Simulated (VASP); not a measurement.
The system is NaBI.

```
CELL_PARAMETERS angstrom
2.24728 -2.31845 0.00000
2.24728 2.31845 0.00000
0.00000 0.00000 8.68335
ATOMIC_POSITIONS crystal
Na 0.50000 0.50000 0.50000
B 0.00000 0.00000 0.50000
I 0.00000 0.00000 0.00000
```

The cell was built by a generator and needn't be a form met in nature.

The cell isn't the ideal one: random cell by space group and Wyckoff sites (Cmmm, No. 65).

| Quantity | Value |
| --- | --- |
| Program | VASP 6.6.1 |
| Task | relaxation of cell and atoms |
| Functional | PBE |
| Potentials or basis | VASP PAW PBE potentials, release 64 (Na_pv, B, I) |
| Cutoff | 600 eV |
| k mesh | 6 × 6 × 2 |
| Occupations | gaussian, width 0.1 eV |
| Spin | no spin polarisation |

At the start: pressure 6.6 GPa; volume 30.16 Å³/atom.

Task: How do energy, volume and symmetry change on relaxing?

Result: Over 20 steps the energy falls by 1040.2 meV/atom and the volume is 25.18 Å³/atom (-16.5 %); space group Cmmm (No. 65, to 0.05 Å).

The path:
```
step  energy change (eV)  largest force (eV/Å)  pressure (GPa)  volume (Å³)
   1              0.0000                0.0000            6.64        90.48
   2             -0.6914                0.0000            0.51       107.42
   3             -0.7505                0.0000           -0.56       113.22
   4             -0.7588                0.0000           -0.97       116.09
   5             -0.8267                0.0000           -1.13       112.67
   6             -1.0532                0.0000           -1.36       103.03
   7             -1.6134                0.0000            0.23        82.83
   8             38.5345                0.0000          327.89        38.58
   9             -1.6442                0.0000            0.23        82.13
  10             -2.7623                0.0000           10.62        60.98
  11             -1.9652                0.0000           -1.14        74.78
  12             -2.6620                0.0000           -0.72        67.94
  13             -2.8681                0.0000            3.16        64.48
  14             -2.8815                0.0000            6.31        62.73
  15             -3.0471                0.0000            1.49        68.98
  16             -3.0692                0.0000           -1.65        75.35
  17             -3.0744                0.0000           -0.90        73.54
  18             -3.1132                0.0000            0.74        75.77
  19             -3.1202                0.0000            0.20        75.16
  20             -3.1206                0.0000            0.04        75.55
```

Final structure:
```yaml
crystal:
  lattice:
    - [2.97532, -2.93349, 0.00000]
    - [2.97532, 2.93349, 0.00000]
    - [0.00000, 0.00000, 4.32778]
  atoms:
    - { symbol: Na, position: [0.50000, 0.50000, 0.50000] }
    - { symbol: B, position: [0.00000, 0.00000, 0.50000] }
    - { symbol: I, position: [0.00000, 0.00000, 0.00000] }
```

Caveat: the k mesh is coarse (spacing up to 0.36 Å⁻¹), so the values aren't converged; the volume moved by over 15 % at a fixed basis, so the end points are rough; an odd number of electrons without spin polarisation forces a metal; a magnetic or distorted state may lie lower.
